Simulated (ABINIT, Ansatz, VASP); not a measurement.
**One structure in several programs: Tc2N (P6_3/mmc, 6 atoms in the cell)**

Self-consistent single point.

```
CELL_PARAMETERS angstrom
      2.82470     0.00000     0.00000
     -1.41235     2.44626     0.00000
      0.00000     0.00000     9.68079
ATOMIC_POSITIONS crystal
  Tc 0.33333 0.66667 0.39245
  Tc 0.66667 0.33333 0.60755
  Tc 0.66667 0.33333 0.89245
  Tc 0.33333 0.66667 0.10755
  N  0.33333 0.66667 0.75000
  N  0.66667 0.33333 0.25000
```

All programs got the same cell, k-point mesh and kind of occupations (in Ansatz's words: kpoints.mp_grid.grid = 11 11 3; scf.occupations.method = gaussian; scf.occupations.width = 0.1 eV); potentials, basis and cutoffs are each program's usual ones.

| code | model | pressure (GPa) | largest force (eV/Å) | cutoff |
|---|---|---|---|---|
| ABINIT | LDA (PW92), norm-conserving pseudopotentials (PseudoDojo nc-sr-04 LDA standard) | -11.87 | 0.287 | 88 Ry |
| Ansatz | LDA (PW92), PAW files | -12.46 | 0.315 | default |
| VASP | LDA (PZ), VASP's LDA PAW potentials (set 64) | -15.48 | 0.306 | 400 eV |

The spread over the programs that give each value: pressure within 3.61 GPa; largest force within 0.028 eV/Å.

The starting cell comes from a database of computed structures (which also holds hypothetical and non-ambient phases and stackings), without a prior relaxation at this level. On Ansatz's run: Spin polarisation is off. In the base run, with a pressure of about -12 GPa the cell is away from its equilibrium volume at this level.

Task: Why do the programs differ, and what cannot be compared?

Result: Differences of this kind can come from the potentials, where these differ, and from what each basis and cutoff leave unconverged. The valence holds different numbers of electrons (ABINIT 70, Ansatz (a program for electronic structure) 70, VASP 62). The zero of total energies and Fermi levels follows the potentials and each program's conventions, so they are not compared here. Ansatz's pressure is given at a fixed set of plane waves, as the other plane-wave codes print theirs; with its correction for the finite basis it is -12.39 GPa. The same LDA comes in different parametrisations, which differ slightly. In the pressure, VASP (by 3.02) lies more than 1 GPa from the median of the plane-wave programs.

VASP's run is marked for a possible Pulay error in its stress at this cutoff; no cutoff test was made.

Left out of this page: Quantum ESPRESSO, Elk, FLEUR and SIESTA (not drawn, or without a comparable value).

Keys are those of Ansatz 0.2.
